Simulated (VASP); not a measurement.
A convergence study with VASP on Pb (space group Fm-3m): a few settings are varied, all else stays as given below, so the limit is that of these other settings.

```yaml
crystal:
  lattice:
    - [0.00000, 2.46758, 2.46758]
    - [2.46758, 0.00000, 2.46758]
    - [2.46758, 2.46758, 0.00000]
  atoms:
    - { symbol: Pb, position: [0.00000, 0.00000, 0.00000] }
```

Computed with PBE GGA, VASP's PBE PAW potentials (set 64) (plane waves; VASP). The last row used: 300 eV cut-off, 20×20×20 Γ-centred mesh, Fermi-Dirac smearing of 0.010 eV, potentials Pb_d.

| setting | E (eV/atom) | pressure (GPa) | irreducible k-points |
|---|---|---|---|
| SIGMA = 1.0 | -3.5369 | 6.16 | 256 |
| SIGMA = 0.5 | -3.5409 | 3.12 | 256 |
| SIGMA = 0.3 | -3.5462 | 2.51 | 256 |
| SIGMA = 0.2 | -3.5471 | 2.34 | 256 |
| SIGMA = 0.1 | -3.5475 | 2.24 | 256 |
| SIGMA = 0.05 | -3.5473 | 2.20 | 256 |
| SIGMA = 0.02 | -3.5469 | 2.17 | 256 |
| SIGMA = 0.01 | -3.5469 | 2.15 | 256 |

Left out are rungs that failed or repeat a setting and relaxations that didn't move; long series are thinned to 24 rows.

The structure is a typed Pb crystal (space group no. 225). The cell was not relaxed at this level.
